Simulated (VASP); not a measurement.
# Fe2O3 (Hematite): input slips in a relaxation and what they do

Aim: see how common mistakes in a VASP relaxation show up, on Fe2O3 (Hematite). The starting structure is a measured crystal structure from the Crystallography Open Database. The first relaxation on each setting starts from this cell expanded by 3 % in volume.

Method: Kohn-Sham DFT with plane waves and PAW; PBEsol, in VASP 6.6.1.

### 1. The structure

It takes space group R-3c (No. 167, trigonal). Conventional cell: a = 5.038 Å, b = 5.038 Å, c = 13.772 Å, α = 90.00°, β = 90.00°, γ = 120.00°. Nearest to Fe lie 6 O at 1.95 to 2.12 Å. Nearest to O lie 4 Fe at 1.95 to 2.12 Å. Farther neighbours and most contacts between anions are not listed.

Structure file:

```cif
data_structure
_symmetry_space_group_name_H-M 'R-3c:H'
_symmetry_Int_Tables_number 167
_cell_length_a 5.0380
_cell_length_b 5.0380
_cell_length_c 13.7720
_cell_angle_alpha 90.000
_cell_angle_beta 90.000
_cell_angle_gamma 120.000
_cell_volume 302.72
loop_
_atom_site_label
_atom_site_type_symbol
_atom_site_symmetry_multiplicity
_atom_site_Wyckoff_symbol
_atom_site_fract_x
_atom_site_fract_y
_atom_site_fract_z
_atom_site_occupancy
Fe1 Fe 12 c 0.66667 0.33333 0.18863 1
O1 O 18 e 0.63923 0.97257 0.41667 1
```

### 2. Reference relaxation

This run starts from the cell of an earlier relaxation, which isn't shown; the restart sets up the plane waves anew.

Input file INCAR:

```
SYSTEM = Fe2O3
PREC = Accurate
ENCUT = 520
EDIFF = 1E-06
NELM = 100
ISMEAR = 0
SIGMA = 0.03
LREAL = .FALSE.
ALGO = Normal
GGA = PS
NBANDS = 49
ISPIN = 2
MAGMOM = 3 -3 3 -3 0 0 0 0 0 0
LASPH = .TRUE.
LMAXMIX = 4
LORBIT = 11
LWAVE = .FALSE.
LCHARG = .FALSE.
KPAR = 16
IBRION = 2
NSW = 50
ISIF = 3
EDIFFG = -0.006
```

Input file POSCAR:

```
Fe2O3
1.0
    2.4610984936      1.4209158778      4.5490620550
   -2.4610984936      1.4209158778      4.5490620550
    0.0000000000     -2.8418317556      4.5490620550
Fe O
4 6
Direct
    0.3547264730      0.3547264730      0.3547264730
    0.1452735270      0.1452735270      0.1452735270
    0.6452735270      0.6452735270      0.6452735270
    0.8547264730      0.8547264730      0.8547264730
    0.5590521488      0.2500000000      0.9409478512
    0.2500000000      0.9409478512      0.5590521488
    0.9409478512      0.5590521488      0.2500000000
    0.4409478512      0.7500000000      0.0590521488
    0.7500000000      0.0590521488      0.4409478512
    0.0590521488      0.4409478512      0.7500000000
```

Input file KPOINTS:

```
Automatic mesh
0
Gamma
6 6 6
0 0 0
```

Potentials, in the order of the species: Fe and O (PBE family, release 64).

The run is started by

```
> mpirun -np 16 vasp_std
```

The log of the run:

```text
[banner, memory and clock lines left out]
running   16 mpi-ranks, on    1 nodes
 distrk:  each k-point on    1 cores,   16 groups
 distr:  one band on    1 cores,    1 groups

 POSCAR found type information on POSCAR FeO
 POSCAR found :  2 types and      10 ions
|                                                                             |
|           W    W    AA    RRRRR   N    N  II  N    N   GGGG   !!!           |
|           W    W   A  A   R    R  NN   N  II  NN   N  G    G  !!!           |
|           W    W  A    A  R    R  N N  N  II  N N  N  G       !!!           |
|           W WW W  AAAAAA  RRRRR   N  N N  II  N  N N  G  GGG   !            |
|           WW  WW  A    A  R   R   N   NN  II  N   NN  G    G                |
|           W    W  A    A  R    R  N    N  II  N    N   GGGG   !!!           |
|                                                                             |
|     For optimal performance we recommend to set                             |
|       NCORE = 2 up to number-of-cores-per-socket                            |
|     NCORE specifies how many cores store one orbital (NPAR=cpu/NCORE).      |
|     This setting can greatly improve the performance of VASP for DFT.       |
|     The default, NCORE=1 might be grossly inefficient on modern             |
|     multi-core architectures or massively parallel machines. Do your        |
|     Unfortunately you need to use the default for GW and RPA                |
|     calculations (for HF NCORE is supported but not extensively tested      |
|     yet).                                                                   |
|                                                                             |

|                                                                             |
|               ----> ADVICE to this user running VASP <----                  |
|                                                                             |
|     You enforced a specific xc type in the INCAR file but a different       |
|     [... a line on the potential file left out ...]
|     I HOPE YOU KNOW WHAT YOU ARE DOING!                                     |
|                                                                             |

 LDA part: xc-table for (Slater+PW92), standard interpolation
 POSCAR, INCAR and KPOINTS ok, starting setup
 FFT: planning ... GRIDC
 FFT: planning ... GRID_SOFT
 FFT: planning ... GRID
 WAVECAR not read
 entering main loop
       N       E                     dE             d eps       ncg     rms          rms(c)
DAV:   1     0.803281850996E+03    0.80328E+03   -0.30797E+04  6280   0.166E+03
DAV:   2     0.371414136505E+02   -0.76614E+03   -0.69720E+03  6508   0.432E+02
DAV:   3    -0.915787154391E+02   -0.12872E+03   -0.11977E+03  7405   0.199E+02
DAV:   4    -0.986790976961E+02   -0.71004E+01   -0.70168E+01  7576   0.498E+01
DAV:   5    -0.989130303575E+02   -0.23393E+00   -0.23340E+00  7648   0.842E+00    0.475E+01
DAV:   6    -0.893551776761E+02    0.95579E+01   -0.12749E+02  8514   0.126E+02    0.564E+01
DAV:   7    -0.803068319003E+02    0.90483E+01   -0.59617E+01  7771   0.130E+02    0.262E+01
DAV:   8    -0.806485101106E+02   -0.34168E+00   -0.12006E+01  9279   0.264E+01    0.174E+01
DAV:   9    -0.799939527604E+02    0.65456E+00   -0.55550E+00 11464   0.457E+01    0.113E+01
DAV:  10    -0.801052852207E+02   -0.11133E+00   -0.15769E+00  9659   0.160E+01    0.680E+00
DAV:  11    -0.799601768133E+02    0.14511E+00   -0.69191E-01 11072   0.176E+01    0.555E-01
DAV:  12    -0.799823002864E+02   -0.22123E-01   -0.21885E-01  7702   0.274E+00    0.574E-01
DAV:  13    -0.799805161662E+02    0.17841E-02   -0.38007E-03  7540   0.535E-01    0.480E-01
DAV:  14    -0.799784774795E+02    0.20387E-02   -0.17825E-02  9045   0.703E-01    0.180E-01
DAV:  15    -0.799783262201E+02    0.15126E-03   -0.10064E-03  7677   0.265E-01    0.898E-02
DAV:  16    -0.799782794786E+02    0.46742E-04   -0.37681E-04  8023   0.969E-02    0.348E-02
DAV:  17    -0.799782797099E+02   -0.23130E-06   -0.18004E-05  7575   0.430E-02    0.240E-02
DAV:  18    -0.799782775077E+02    0.22022E-05   -0.34944E-06  5983   0.334E-02    0.795E-03
DAV:  19    -0.799782769681E+02    0.53956E-06   -0.40577E-06  5360   0.177E-02
   1 F= -.79978277E+02 E0= -.79978277E+02  d E =-.799783E+02  mag=     0.0000
 curvature:   0.00 expect dE= 0.000E+00 dE for cont linesearch  0.000E+00
 trial: gam= 0.00000 g(F)=  0.113E-04 g(S)=  0.152E-04 ort = 0.000E+00 (trialstep = 0.100E+01)
 search vector abs. value=  0.264E-04
 bond charge predicted
       N       E                     dE             d eps       ncg     rms          rms(c)
DAV:   1    -0.799783369998E+02   -0.59492E-04   -0.49278E-03  6546   0.461E-01    0.723E-02
DAV:   2    -0.799782907301E+02    0.46270E-04   -0.26030E-04  7623   0.116E-01    0.434E-02
DAV:   3    -0.799782881503E+02    0.25798E-05   -0.25499E-05  9622   0.348E-02    0.223E-02
DAV:   4    -0.799782868435E+02    0.13068E-05   -0.73447E-06  7181   0.507E-02    0.130E-02
DAV:   5    -0.799782862335E+02    0.61007E-06   -0.91609E-07  3698   0.147E-02
   2 F= -.79978286E+02 E0= -.79978286E+02  d E =-.926535E-05  mag=    -0.0000
 trial-energy change:   -0.000009  1 .order   -0.000012   -0.000026    0.000003
 step:   0.9063(harm=  0.9063)  dis= 0.00026  next Energy=   -79.978289 (dE=-0.120E-04)
 reached required accuracy - stopping structural energy minimisation
```

Wall time 34 s (16 MPI ranks of Intel Xeon 6975P-C (Granite Rapids), shared host); peak memory 7.7 GiB; 8.3 min of CPU time.

Lines that name or quote the potential files are left out of all logs, and their timing lines are given in words.

From OUTCAR (step 2):

```text
ion  position               nearest neighbor table
   1  0.355  0.355  0.355-   9 1.90  10 1.90   8 1.90   7 2.09   5 2.09   6 2.09   2 2.86   3 2.90
                             3 2.90   3 2.90
   2  0.145  0.145  0.145-   8 1.90  10 1.90   9 1.90   7 2.09   5 2.09   6 2.09   1 2.86   4 2.90
                             4 2.90   4 2.90
   3  0.645  0.645  0.645-   6 1.90   7 1.90   5 1.90  10 2.09   9 2.09   8 2.09   4 2.86   1 2.90
                             1 2.90   1 2.90
   4  0.855  0.855  0.855-   5 1.90   7 1.90   6 1.90  10 2.09   9 2.09   8 2.09   3 2.86   2 2.90
                             2 2.90   2 2.90
   5  0.559  0.250  0.941-   4 1.90   3 1.90   1 2.09   2 2.09
   6  0.250  0.941  0.559-   3 1.90   4 1.90   1 2.09   2 2.09
   7  0.941  0.559  0.250-   3 1.90   4 1.90   1 2.09   2 2.09
   8  0.441  0.750  0.059-   2 1.90   1 1.90   3 2.09   4 2.09
   9  0.750  0.059  0.441-   1 1.90   2 1.90   3 2.09   4 2.09
  10  0.059  0.441  0.750-   1 1.90   2 1.90   3 2.09   4 2.09

  LATTYP: Found a trigonal (rhomboedric) cell.
 ALAT       =     5.3637648445
 COS(alpha) =     0.5789355985

 Subroutine GETGRP returns: Found 12 space group operations
 (whereof  6 operations were pure point group operations)

The static configuration has the point symmetry S_6 .
 The point group associated with its full space group is D_3d.

 Found     32 irreducible k-points:

   k-points           NKPTS =     32   k-points in BZ     NKDIM =     32   number of bands    NBANDS=     49

   dimension x,y,z NGX =    40 NGY =   40 NGZ =   40
   dimension x,y,z NGXF=    80 NGYF=   80 NGZF=   80

   ENCUT  =  520.0 eV  38.22 Ry    6.18 a.u.   9.97  9.97  9.97*2*pi/ulx,y,z

   NELECT =      68.0000    total number of electrons

 k-points in reciprocal lattice and weights: Automatic mesh
   0.00000000  0.00000000  0.00000000       0.005
   0.16666667 -0.00000000  0.00000000       0.028
   0.33333333  0.00000000  0.00000000       0.028
   0.50000000  0.00000000  0.00000000       0.014
   0.16666667  0.16666667  0.00000000       0.028
   0.33333333  0.16666667  0.00000000       0.056
   0.50000000  0.16666667  0.00000000       0.056
  -0.33333333  0.16666667 -0.00000000       0.056
  -0.16666667  0.16666667  0.00000000       0.028
[...]
-0.33333333  0.50000000  0.33333333       0.028
   0.50000000  0.50000000  0.50000000       0.005

 average (electrostatic) potential at core
       1 -45.5301       2 -45.5301       3 -45.5301       4 -45.5301       5 -71.0087
       6 -71.0087       7 -71.0087       8 -71.0087       9 -71.0087      10 -71.0087

 E-fermi :   4.8434

 spin component 1
 k-point     1 :       0.0000    0.0000    0.0000
  band No.  band energies     occupation
    ...
     30       2.9074      1.00000
     31       3.7827      1.00000
     32       3.7827      1.00000
     33       4.2755      1.00000
     34       4.2755      1.00000
     35       5.2276      0.00000
     36       5.6008      0.00000
     37       5.6529      0.00000
     38       5.6529      0.00000
     39       5.6745      0.00000
    ...

 k-point     2 :       0.1667   -0.0000    0.0000
  band No.  band energies     occupation
    ...
     30       2.7818      1.00000
     31       3.6619      1.00000
     32       3.8608      1.00000
     33       4.1724      1.00000
     34       4.4264      1.00000
     35       5.2642      0.00000
     36       5.4073      0.00000
     37       5.4952      0.00000
     38       5.6139      0.00000
     39       5.7841      0.00000
    ...

 k-point     3 :       0.3333    0.0000    0.0000
  band No.  band energies     occupation
    ...
     30       2.8146      1.00000
     31       3.7327      1.00000
     32       3.9877      1.00000
     33       4.1875      1.00000
     34       4.4485      1.00000
     35       5.1230      0.00000
     36       5.3177      0.00000
     37       5.4178      0.00000
     38       5.5818      0.00000
     39       5.8168      0.00000
    ...

 k-point     4 :       0.5000    0.0000    0.0000
  band No.  band energies     occupation
    ...
     30       2.8771      1.00000
     31       3.9438      1.00000
     32       4.0070      1.00000
     33       4.3229      1.00000
     34       4.3900      1.00000
     35       5.0517      0.00000
     36       5.0587      0.00000
     37       5.4961      0.00000
     38       5.5591      0.00000
     39       5.9000      0.00000
    ...

 k-point     5 :       0.1667    0.1667    0.0000
  band No.  band energies     occupation
    ...
     30       2.8500      1.00000
     31       3.5348      1.00000
     32       3.9059      1.00000
     33       4.1885      1.00000
     34       4.3930      1.00000
     35       5.2610      0.00000
     36       5.3524      0.00000
     37       5.5962      0.00000
     38       5.6166      0.00000
     39       5.7157      0.00000
    ...

 k-point     6 :       0.3333    0.1667    0.0000
  band No.  band energies     occupation
    ...
     30       2.6187      1.00000
     31       3.5262      1.00000
     32       3.9813      1.00000
     33       4.1535      1.00000
     34       4.3969      1.00000
     35       5.2274      0.00000
     36       5.3325      0.00000
     37       5.5533      0.00000
     38       5.6297      0.00000
     39       5.7560      0.00000
    ...

  Total       -0.0393933     -0.0393933     -0.0105326      0.0000000      0.0000000      0.0000000
  in kB       -0.6609808     -0.6609808     -0.1767265      0.0000000      0.0000000      0.0000000
  external PRESSURE =      -0.4995627 kB  Pullay stress =       0.0000000 kB

  energy-cutoff  :      520.00
  volume of cell :       95.49
      direct lattice vectors                 reciprocal lattice vectors
     2.461283673  1.421022791  4.550193136     0.203146027  0.117286413  0.073256964
    -2.461283673  1.421022791  4.550193136    -0.203146027  0.117286413  0.073256964
     0.000000000 -2.842045583  4.550193136     0.000000000 -0.234572827  0.073256964

 POSITION                                       TOTAL-FORCE (eV/Angst)
 -----------------------------------------------------------------------------------
      0.00000      0.00000      4.84231         0.000000     -0.000000      0.000352
      0.00000      0.00000      1.98298        -0.000000     -0.000000     -0.000352
      0.00000      0.00000      8.80827        -0.000000     -0.000000     -0.000352
      0.00000      0.00000     11.66760         0.000000     -0.000000      0.000352
      0.76081     -1.52428      7.96284         0.001624      0.002813      0.000000
     -1.70047      0.10326      7.96284         0.001624     -0.002813      0.000000
      0.93966      1.42102      7.96284        -0.003248     -0.000000      0.000000
     -0.76081      1.52428      5.68774        -0.001624     -0.002813      0.000000
      1.70047     -0.10326      5.68774        -0.001624      0.002813      0.000000
     -0.93966     -1.42102      5.68774         0.003248     -0.000000      0.000000
 -----------------------------------------------------------------------------------
    total drift:                               -0.000000     -0.000000      0.000000

  FREE ENERGIE OF THE ION-ELECTRON SYSTEM (eV)
  ---------------------------------------------------
  free  energy   TOTEN  =       -79.9782862335 eV

  energy  without entropy=      -79.9782862335  energy(sigma->0) =      -79.97828623

 reached required accuracy - stopping structural energy minimisation

 total charge
# of ion       s       p       d       tot
------------------------------------------
    1        0.392   0.582   6.051   7.024
    2        0.392   0.582   6.051   7.024
    3        0.392   0.582   6.051   7.024
    4        0.392   0.582   6.051   7.024
    5        1.568   3.422   0.000   4.990
    6        1.568   3.422   0.000   4.990
    7        1.568   3.422   0.000   4.990
    8        1.568   3.422   0.000   4.990
    9        1.568   3.422   0.000   4.990
   10        1.568   3.422   0.000   4.990
--------------------------------------------------
tot         10.974  22.859  24.203  58.036

 magnetization (x)
# of ion       s       p       d       tot
------------------------------------------
    1        0.006   0.010   3.332   3.348
    2       -0.006  -0.010  -3.332  -3.348
    3        0.006   0.010   3.332   3.348
    4       -0.006  -0.010  -3.332  -3.348
    5        0.000   0.000   0.000   0.000
    6        0.000   0.000   0.000   0.000
    7        0.000   0.000   0.000   0.000
    8        0.000   0.000   0.000   0.000
    9        0.000   0.000   0.000   0.000
   10        0.000   0.000   0.000   0.000
--------------------------------------------------
tot          0.000   0.000  -0.000  -0.000

[... 2 further parts left out ...]
```

The PAW data sets were made with PBE, which is usual practice but a small mismatch for other functionals. The run keeps the 12 symmetry operations of its start, so it cannot find a distortion of lower symmetry.

The reference relaxation ends at 9.549 Å³ an atom.

(Continued in part 2 of 3.)

[Lines on the potential files, build, host, timing and source positions are cut from VASP's logs without a mark.]

[Logs are printed without paths, hosts, clocks, repeated set-up lines and the standing remarks that a program may print on its own settings, such as how far it seeks lower states.]

[Hosts, paths, dates, database ids (printed as entryN), source tags and the programs' standing remarks are cut or masked in the printed files.]
